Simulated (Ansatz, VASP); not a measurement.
## LaPd2: VASP beside Ansatz

Contents of INCAR:

```
ALGO = Normal
EDIFF = 1E-7
ENCUT = 520
GGA = PE
ISIF = 2
ISMEAR = -1
LASPH = True
LCHARG = False
LREAL = False
LWAVE = False
NBANDS = 22
NELM = 100
PREC = Accurate
SIGMA = 0.05
```

The input KPOINTS:

```
k-points
0
Gamma
  9 9 9
```

The input POSCAR:

```
LaPd2
1.0
   -1.9629671340      1.9629671340      4.3804455695
    1.9629671340     -1.9629671340      4.3804455695
    1.9629671340      1.9629671340     -4.3804455695
La Pd
1 2
Direct
    0.0000000000      0.0000000000      0.0000000000
    0.2500000000      0.7500000000      0.5000000000
    0.7500000000      0.2500000000      0.5000000000
```

File input.yaml:

```yaml
crystal:
  lattice:
    - [-1.962967134, 1.962967134, 4.3804455695]
    - [1.962967134, -1.962967134, 4.3804455695]
    - [1.962967134, 1.962967134, -4.3804455695]
  atoms:
    - { symbol: La, position: [0.0, 0.0, 0.0] }
    - { symbol: Pd, position: [0.25, 0.75, 0.5] }
    - { symbol: Pd, position: [0.75, 0.25, 0.5] }
hamiltonian:
  xc: pbe
  pseudopotentials: { kind: paw }
kpoints:
  mp_grid: { grid: [9, 9, 9] }
scf:
  occupations: { method: fermi_dirac, width: 0.05 }
output:
  forces: true
  stress: true
  eigenvalues: true
```

Change from the starting cell: volume scaled by 0.94.

Alike in both runs: task single point; functional PBE; k mesh 9 × 9 × 9; occupations fermi-dirac, width 0.05 eV; no spin polarisation.

|  | VASP | Ansatz |
| --- | --- | --- |
| version | VASP 6.6.1 | Ansatz 0.2.0 |
| potentials or method | VASP PAW PBE potentials, release 64 (La, Pd) | Ansatz PAW |
| plane-wave cutoff (eV) | 520 | 420 |
| valence electrons in the cell | 31 | 47 |

```tsv
	VASP	Ansatz	Ansatz less VASP
gap on the k mesh at the Fermi level (eV)	none	none	-
pressure (GPa)	4.9	4.9	+0.05
largest component of the traceless stress (GPa)	0.57	0.53	-0.038
```

A gap of «none» marks a metal or a gap that the smearing closes. The two sets of potentials don't hold the same shells in valence.

Spin-orbit coupling is left out, which matters for the levels of La.
